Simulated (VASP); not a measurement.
AlGaP2 (space group P-4m2): the formation energy from VASP (plane waves, PAW) at several levels of theory. The references are the elements' solids at the same level; no temperature or zero-point terms are added.   The path is coarsely sampled, so an indirect gap can come out somewhat too large. Without a dispersion term in the relaxation, distances and binding between the weakly bound layers, chains or molecules are unreliable, and so is what depends on them.

```json
[
 {"level": "LDA", "formation energy (eV/atom)": "-0.498"},
 {"level": "PBEsol", "formation energy (eV/atom)": "-0.483"}
]
```

The cell of the LDA run:

AlGaP2 has the tetragonal space group P-4m2 (No. 115), Pearson symbol tP4. Lattice parameters: a = b = 3.836 Å, c = 5.393 Å, α = β = γ = 90.00°. Al on 1c sees 4 P at 2.346 Å (tetrahedral). Ga on 1a has 4 P at 2.343 Å (tetrahedral). P on 2g is surrounded by 2 Ga at 2.343 Å and 2 Al at 2.346 Å (tetrahedral). (Neighbours: up to the widest gap in distance over summed covalent radii, below 1.35, at either atom; cation-cation and far metal-metal contacts left out.)

Only levels that ran to the end are used. Left out are those held back, those with too coarse a band path, GW runs whose mesh misses a band edge, hybrids' fits of cells that aren't cubic and levels without matching references; a question may draw on a part of the rest.
